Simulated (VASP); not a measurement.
An input for Ansatz (written as the equivalent of a VASP run, and not itself run):

Ansatz 0.2 input:
```yaml
crystal:
  lattice:
    - [2.5016400, 0.0000000, 0.0000000]
    - [-1.2508200, 2.1664840, 0.0000000]
    - [0.0000000, 0.0000000, 7.3693200]
  atoms:
    - { symbol: B, position: [0.6493320, 0.3044380, 0.7493510] }
    - { symbol: B, position: [0.3570500, 0.6879830, 0.2513480] }
    - { symbol: N, position: [0.0063520, 0.0096460, 0.7480540] }
    - { symbol: N, position: [-0.0127330, -0.0020680, 0.2512460] }
kpoints:
  mp_grid: { grid: [15, 15, 5] }
hamiltonian:
  xc: pbesol
  pseudopotentials: { kind: paw }
scf:
  occupations: { method: gaussian, width: 0.01 }
  max_iter: 100
output: { forces: true, stress: true, eigenvalues: true }
```

**Question.** Translate this input to VASP (INCAR, KPOINTS, POSCAR, choice of POTCAR).

**Answer.** One answer among several that fit: 
**POSCAR**
```
BN
1
    2.5016400000     0.0000000000     0.0000000000
   -1.2508200000     2.1664840000     0.0000000000
    0.0000000000     0.0000000000     7.3693200000
B N
2 2
Direct
  0.6493320000   0.3044380000   0.7493510000
  0.3570500000   0.6879830000   0.2513480000
  0.0063520000   0.0096460000   0.7480540000
 -0.0127330000  -0.0020680000   0.2512460000
```

**INCAR**
```
! general
SYSTEM  =  BN
PREC    =  Accurate
ENCUT   =  400
LREAL   =  F
LASPH   =  T

! electronic loop
EDIFF   =  1E-6
NELM    =  100
ALGO    =  Normal

! smearing
ISMEAR  =  0
SIGMA   =  0.01

! functional
GGA     =  PS

! ions
ISIF    =  2

! output
LWAVE   =  F
LCHARG  =  F
```

File KPOINTS:
```
Automatic mesh
0
gamma
15 15 5
0 0 0
```

POTCAR, in this order: B N (PBE.64 set). Program: vasp_std.

What does not carry over: each code has its own PAW files, so the cut-off isn't converted (ENCUT is set for VASP's; basis.ecutwfc is left out, and Ansatz then takes the one that its files recommend); Ansatz stops its SCF on the density residual and VASP on the energy change (EDIFF).

The structure comes from a computed database's BN entry; how it stands against other phases isn't given here. The cell was not relaxed at this level, atoms are displaced from their ideal sites.
